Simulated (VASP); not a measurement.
Output of a VASP run:

**OUTCAR**
```
 ion  position               nearest neighbor table
   1  0.363  0.637  0.500-   4 2.82   4 2.82   4 2.82   4 2.82   5 2.97   5 2.97   3 3.31   3 3.31
                             3 3.31   3 3.31   2 3.74   2 3.74   2 3.88
   2  0.637  0.363  0.500-   5 2.82   5 2.82   5 2.82   5 2.82   4 2.97   4 2.97   3 3.31   3 3.31
                             3 3.31   3 3.31   1 3.74   1 3.74   1 3.88
   3  0.000  0.000  0.000-   4 2.83   5 2.83   1 3.31   1 3.31   2 3.31   2 3.31   2 3.31   2 3.31
                             1 3.31   1 3.31
   4  0.800  0.200  0.000-   5 2.39   5 2.39   1 2.82   1 2.82   1 2.82   1 2.82   3 2.83   2 2.97
                             2 2.97
   5  0.200  0.800  0.000-   4 2.39   4 2.39   2 2.82   2 2.82   2 2.82   2 2.82   3 2.83   1 2.97
                             1 2.97
  LATTYP: Found a base centered orthorhombic cell.
 ALAT       =     3.8546900000
 B/A-ratio  =     3.6747390841
 C/A-ratio  =     0.9647546236
 Subroutine PRICEL returns:
 Original cell was already a primitive cell.
 Subroutine GETGRP returns: Found  8 space group operations
The static configuration has the point symmetry D_2h.
The dynamic configuration has the point symmetry D_2h.
 Subroutine INISYM returns: Found  8 space group operations
 Subroutine IBZKPT returns following result:
 Found     27 irreducible k-points:

 Following reciprocal coordinates:
            Coordinates               Weight
  0.000000  0.000000  0.000000      1.000000
  0.200000  0.000000  0.000000      4.000000
  0.400000  0.000000  0.000000      4.000000
  0.200000  0.200000  0.000000      2.000000
  0.400000  0.200000  0.000000      4.000000
 -0.400000  0.200000  0.000000      4.000000
 -0.200000  0.200000  0.000000      2.000000
  0.400000  0.400000  0.000000      2.000000
 -0.400000  0.400000  0.000000      2.000000
  0.000000  0.000000  0.200000      2.000000
  0.200000  0.000000  0.200000      8.000000
  0.400000  0.000000  0.200000      8.000000
  0.200000  0.200000  0.200000      4.000000
  0.400000  0.200000  0.200000      8.000000
 -0.400000  0.200000  0.200000      8.000000
 -0.200000  0.200000  0.200000      4.000000
  0.400000  0.400000  0.200000      4.000000
 -0.400000  0.400000  0.200000      4.000000
  0.000000  0.000000  0.400000      2.000000
  0.200000  0.000000  0.400000      8.000000
  0.400000  0.000000  0.400000      8.000000
  0.200000  0.200000  0.400000      4.000000
  0.400000  0.200000  0.400000      8.000000
 -0.400000  0.200000  0.400000      8.000000
 -0.200000  0.200000  0.400000      4.000000
  0.400000  0.400000  0.400000      4.000000
 -0.400000  0.400000  0.400000      4.000000
   k-points           NKPTS =     27   k-points in BZ     NKDIM =     27   number of bands    NBANDS=     33
   number of dos      NEDOS =    301   number of ions     NIONS =      5
   total plane-waves  NPLWV =  42336
   dimension x,y,z NGX =    42 NGY =   42 NGZ =   24
   dimension x,y,z NGXF=    84 NGYF=   84 NGZF=   48
   ions per type =               2   1   2
   PREC   = accura    normal or accurate (medium, high low for compatibility)
   ISTART =      0    job   : 0-new  1-cont  2-samecut
   ICHARG =      2    charge: 1-file 2-atom 10-const
   ISPIN  =      1    spin polarized calculation?
   LNONCOLLINEAR =      F non collinear calculations
   LSORBIT =      F    spin-orbit coupling
   INIWAV =      1    electr: 0-lowe 1-rand  2-diag
   ENCUT  =  300.0 eV  22.05 Ry    4.70 a.u.  10.37 10.37  5.25*2*pi/ulx,y,z
   NELM   =    100;   NELMIN=  2; NELMDL= -5     # of ELM steps
   EDIFF  = 0.1E-05   stopping-criterion for ELM
   LREAL  =      F    real-space projection
   NLSPLINE    = F    spline interpolate recip. space projectors
   LMAXMIX     =    4 max onsite mixed and CHGCAR
   VOSKOWN=      0    Vosko Wilk Nusair interpolation
   EDIFFG = 0.1E-04   stopping-criterion for IOM
   NSW    =      0    number of steps for IOM
   NBLOCK =      1;   KBLOCK =      1    inner block; outer block
   IBRION =     -1    ionic relax: 0-MD 1-quasi-New 2-CG
   NFREE  =      0    steps in history (QN), initial steepest desc. (CG)
   ISIF   =      2    stress and relaxation
   ISYM   =      2    0-nonsym 1-usesym 2-fastsym
...
```

File OSZICAR:
```
       N       E                     dE             d eps       ncg     rms          rms(c)
DAV:   1     0.380213406119E+03    0.38021E+03   -0.18302E+04  1782   0.132E+03
DAV:   2     0.283788342917E+00   -0.37993E+03   -0.37345E+03  1836   0.394E+02
DAV:   3    -0.320031032388E+02   -0.32287E+02   -0.31553E+02  2536   0.122E+02
DAV:   4    -0.352702679463E+02   -0.32672E+01   -0.32344E+01  3081   0.271E+01
DAV:   5    -0.353646314885E+02   -0.94364E-01   -0.94303E-01  2507   0.432E+00    0.504E+01
DAV:   6    -0.374260830448E+02   -0.20615E+01   -0.42009E+01  2028   0.610E+01    0.242E+01
DAV:   7    -0.449719448012E+02   -0.75459E+01   -0.10373E+02  2526   0.837E+01    0.580E+01
DAV:   8    -0.340604221684E+02    0.10912E+02   -0.98417E+01  2561   0.691E+01    0.908E+00
DAV:   9    -0.333118914135E+02    0.74853E+00   -0.37015E+00  2449   0.151E+01    0.565E+00
DAV:  10    -0.331425010706E+02    0.16939E+00   -0.72619E-01  2766   0.423E+00    0.296E+00
DAV:  11    -0.330991529195E+02    0.43348E-01   -0.26656E-01  2743   0.345E+00    0.154E+00
DAV:  12    -0.331031929907E+02   -0.40401E-02   -0.41344E-02  2450   0.100E+00    0.131E+00
DAV:  13    -0.330994252088E+02    0.37678E-02   -0.47361E-02  2520   0.145E+00    0.854E-01
DAV:  14    -0.330985089570E+02    0.91625E-03   -0.11339E-02  2710   0.681E-01    0.493E-01
DAV:  15    -0.330982188762E+02    0.29008E-03   -0.75915E-04  2381   0.156E-01    0.389E-01
DAV:  16    -0.330974601561E+02    0.75872E-03   -0.81074E-04  2518   0.211E-01    0.233E-01
DAV:  17    -0.330970322755E+02    0.42788E-03   -0.14647E-03  2576   0.261E-01    0.459E-02
DAV:  18    -0.330970452540E+02   -0.12978E-04   -0.11884E-04  2209   0.522E-02    0.461E-02
DAV:  19    -0.330970458354E+02   -0.58144E-06   -0.68364E-06  2359   0.116E-02
   1 F= -.33097046E+02 E0= -.33035516E+02  d E =-.123059E+00
```

### OUTCAR
```
------------------------ aborting loop because EDIFF is reached ----------------------------------------
  FORCE on cell =-STRESS in cart. coord.  units (eV):
  Direction    XX          YY          ZZ          XY          YZ          ZX
  --------------------------------------------------------------------------------------
  Total       -2.9831221     -3.3820955     -3.7139150      0.0000000      0.0000000      0.0000000
  in kB      -47.0760324    -53.3721490    -58.6085250      0.0000000      0.0000000      0.0000000
  external PRESSURE =     -53.0189021 kB  Pullay stress =       0.0000000 kB
  volume of cell :      101.53
      direct lattice vectors                 reciprocal lattice vectors
     1.927345000 -7.082490000  0.000000000     0.259424234 -0.070596640  0.000000000
     1.927345000  7.082490000  0.000000000     0.259424234  0.070596640  0.000000000
     0.000000000  0.000000000  3.718830000     0.000000000  0.000000000  0.268901778
 POSITION                                       TOTAL-FORCE (eV/Angst)
 -----------------------------------------------------------------------------------
      1.92735      1.93862      1.85942         0.000000      0.247547     -0.000000
      1.92735     -1.93862      1.85942         0.000000     -0.247547     -0.000000
      0.00000      0.00000      0.00000         0.000000      0.000000     -0.000000
      1.92735     -4.24893      0.00000         0.000000      0.018761     -0.000000
      1.92735      4.24893      0.00000         0.000000     -0.018761      0.000000
 -----------------------------------------------------------------------------------
    total drift:                               -0.000000     -0.000000      0.000000
  FREE ENERGIE OF THE ION-ELECTRON SYSTEM (eV)
  ---------------------------------------------------
  free  energy   TOTEN  =       -33.0970458354 eV

  energy  without entropy=      -32.9739866202  energy(sigma->0) =      -33.03551623
```
(Selected blocks of OUTCAR.)

POSCAR:
```
Y2InNi2
1
    1.9273450000    -7.0824900000     0.0000000000
    1.9273450000     7.0824900000     0.0000000000
    0.0000000000     0.0000000000     3.7188300000
Y In Ni
2 1 2
Direct
  0.3631400000   0.6368600000   0.5000000000
  0.6368600000   0.3631400000   0.5000000000
  0.0000000000   0.0000000000   0.0000000000
  0.7999600000   0.2000400000   0.0000000000
  0.2000400000   0.7999600000   0.0000000000
```

**Question.** Write an INCAR and KPOINTS that could have produced this output.

**Answer.** This is not unique; one that fits is the input of the run itself, LDA (Ceperley-Alder, Perdew-Zunger), plane waves, VASP's LDA PAW potentials (set 64).

KPOINTS:
```
Regular mesh
0
gamma
 5 5 5
0 0 0
```

### INCAR
```
SYSTEM = Y2InNi2
PREC = Accurate; ENCUT = 300; LREAL = .False.
LASPH = .True.
EDIFF = 1E-6; NELM = 100; ALGO = Normal
LMAXMIX = 4
ISMEAR = 0; SIGMA = 0.272
ISIF = 2
LWAVE = .False.; LCHARG = .False.
```

POTCAR, in this order: Y_sv In_d Ni (LDA.64 set). Program: vasp_std.

At this cut-off the stress carries a Pulay error, which pulls relaxed volumes low.

The structure comes from a computed database's Y2InNi2 entry; how it stands against other phases isn't given here. The cell was not relaxed at this level. The k-mesh is coarse (spacing up to 0.34 per Å, 2π included), so the numbers may not be converged in it. The run is not spin-polarised, so no magnetic state was tried. The electron count is odd and the run is not spin-polarised, which forces a metal.
